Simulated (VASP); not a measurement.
Wanted: the native input for a VASP 6.6.1 run.

```
Task                   : relaxation of cell and atoms
Functional             : LDA
Potentials or basis    : VASP PAW LDA potentials, release 64 (Cd, S)
Cutoff                 : 600 eV
k mesh                 : 8 × 8 × 8
Occupations            : gaussian, width 0.02 eV
Spin                   : no spin polarisation
Dipole correction      : no
Further INCAR settings : ALGO = Fast; EDIFF = 1e-07; IBRION = 2; EDIFFG = -0.005; NSW = 70; ISIF = 3
```

The structure of CdS (Hawleyite) lies in POSCAR:

```
CdS
1.0
    0.0000000000      2.9632113921      2.9632113921
    2.9632113921      0.0000000000      2.9632113921
    2.9632113921      2.9632113921      0.0000000000
Cd S
1 1
Direct
    0.0000000000      0.0000000000      0.0000000000
    0.2500000000      0.2500000000      0.2500000000
```

These files were run (other wordings do the same):

INCAR

```
SYSTEM = CdS
  PREC = Accurate
  ENCUT = 600
  EDIFF = 1E-7
  ISMEAR = 0
  SIGMA = 0.02
  LREAL = .FALSE.
  LASPH = .TRUE.
  NELM = 80
  ALGO = Fast
  ISIF = 3
  LWAVE = .FALSE.
  LCHARG = .FALSE.
  GGA = CA
  IBRION = 2
  NSW = 70
  EDIFFG = -0.005
```

KPOINTS

```
regular mesh
0
G
  8 8 8
  0 0 0
```

Potentials or basis: VASP PAW LDA potentials, release 64 (Cd, S).

Launch:

```bash
$ cat potpaw_LDA.64/Cd/POTCAR potpaw_LDA.64/S/POTCAR > POTCAR
$ mpirun -np 1 vasp_std > vasp.out
```

Results of the run:

```json
{
 "Relaxed volume": "24.02 Å³/atom",
 "Relaxed cell": "a = 4.081 Å, b = 4.081 Å, c = 4.081 Å, α = 60.00°, β = 60.00°, γ = 60.00°",
 "Space group after relaxing (to 0.05 Å)": "F-43m (No. 216)",
 "Energy gained by relaxing": "30.2 meV/atom",
 "Ionic steps": "3",
 "Pressure after relaxing": "0.0 GPa",
 "Band gap on the k mesh": "0.96 eV, direct"
}
```

It took 47 s on 1 thread of AMD EPYC 9R45 (Zen 5) (shared host), peak memory 0.16 GiB.
